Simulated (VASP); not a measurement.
VASP ran on this input.

**INCAR**
```
SYSTEM = AgI
PREC = Accurate; ENCUT = 520; LREAL = .False.
LASPH = .True.
EDIFF = 1E-6; NELM = 100; ALGO = Normal
LMAXMIX = 4
ISMEAR = 0; SIGMA = 0.05
GGA = PE
LWAVE = .False.; LCHARG = .True.
```

**KPOINTS**
```
Automatic mesh
0
Gamma
6 6 6
0 0 0
```

### POSCAR
```
AgI
1
    0.0000000000     3.3125130316     3.3125130316
    3.3125130316     0.0000000000     3.3125130316
    3.3125130316     3.3125130316     0.0000000000
Ag I
1 1
Direct
  0.0000000000   0.0000000000   0.0000000000
  0.2500000000   0.2500000000   0.2500000000
```

POTCAR, in this order: Ag I (PBE.64 set). Program: vasp_std.

Q: Write an equivalent input for Quantum ESPRESSO's pw.x.

A: One equivalent input (not run):
```
&CONTROL
  calculation = 'scf'
  pseudo_dir = './pseudo'
  outdir = './out'
  tprnfor = .true.
  tstress = .true.
/
&SYSTEM
  ibrav = 0
  nat = 2
  ntyp = 2
  ecutwfc = 82
  occupations = 'smearing'
  smearing = 'gaussian'
  degauss = 0.003675
  input_dft = 'pbe'
/
&ELECTRONS
  conv_thr = 7.3e-08
  electron_maxstep = 100
/
ATOMIC_SPECIES
  Ag 107.868 Ag.upf
  I 126.904 I.upf
CELL_PARAMETERS angstrom
     0.0000000    3.3125130    3.3125130
     3.3125130    0.0000000    3.3125130
     3.3125130    3.3125130    0.0000000
ATOMIC_POSITIONS crystal
  Ag   0.0000000  0.0000000  0.0000000
  I    0.2500000  0.2500000  0.2500000
K_POINTS automatic
  6 6 6 0 0 0
```
Limits of the translation: the potentials are each code's own (VASP's PAW set, PseudoDojo norm-conserving files in pw.x), so ENCUT and ecutwfc are chosen apart and not converted; conv_thr bounds pw.x's estimated SCF error, while EDIFF bounds the energy change between steps.

The compound is AgI in the zinc blende structure, whereas wurtzite is the usual form. It was relaxed first, which changed the volume by +6 %.
